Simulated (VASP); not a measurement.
An input for Ansatz (written as the equivalent of a VASP run, and not itself run):

Ansatz 0.2 input:
```yaml
crystal:
  lattice:
    - [3.5193060, 0.0000000, 0.0000000]
    - [0.0000000, 3.5193060, 0.0000000]
    - [0.0000000, 0.0000000, 3.5193060]
  atoms:
    - { symbol: Al, position: [0.0000000, 0.0000000, 0.0000000] }
    - { symbol: Ni, position: [0.0000000, 0.5000000, 0.5000000] }
    - { symbol: Ni, position: [0.5000000, 0.0000000, 0.5000000] }
    - { symbol: Ni, position: [0.5000000, 0.5000000, 0.0000000] }
kpoints:
  mp_grid: { grid: [8, 8, 8] }
hamiltonian:
  xc: pbe
  pseudopotentials: { kind: paw }
scf:
  occupations: { method: methfessel_paxton, width: 0.136 }
  max_iter: 100
output: { forces: true, stress: true, eigenvalues: true }
```

### Question
Translate this input to VASP (INCAR, KPOINTS, POSCAR, choice of POTCAR).

### Answer
This is not unique; one that fits is 
### INCAR
```
SYSTEM=Ni3Al
PREC=Accurate; ENCUT=150; LREAL=.False.
LASPH=.True.
EDIFF=1E-6; NELM=100; ALGO=Normal
LMAXMIX=4
ISMEAR=1; SIGMA=0.136
GGA=PE
ISIF=2
LWAVE=.False.; LCHARG=.False.
```

**KPOINTS**
```
kpoints
0
G
  8 8 8
0 0 0
```

File POSCAR:
```
Ni3Al
7.0386120
  0.5000000000   0.0000000000   0.0000000000
  0.0000000000   0.5000000000   0.0000000000
  0.0000000000   0.0000000000   0.5000000000
Al Ni
1 3
Cartesian
  0.0000000000   0.0000000000   0.0000000000
  0.0000000000   0.2500000000   0.2500000000
  0.2500000000   0.0000000000   0.2500000000
  0.2500000000   0.2500000000   0.0000000000
```

POTCAR, in this order: Al Ni (PBE.64 set). Program: vasp_std.

The two are equivalent in intent, not identical: each code has its own PAW files, so the cut-off isn't converted (ENCUT is set for VASP's; basis.ecutwfc is left out, and Ansatz then takes the one that its files recommend); Ansatz stops its SCF on the density residual and VASP on the energy change (EDIFF).

The structure is a typed Ni3Al crystal. The cell was not relaxed at this level. The run is one of a series of settings (ENCUT = 150, ISPIN removed, the spin start removed, KPOINTS 8×8×8 Γ-centred mesh against the base run), some of them coarse on purpose.
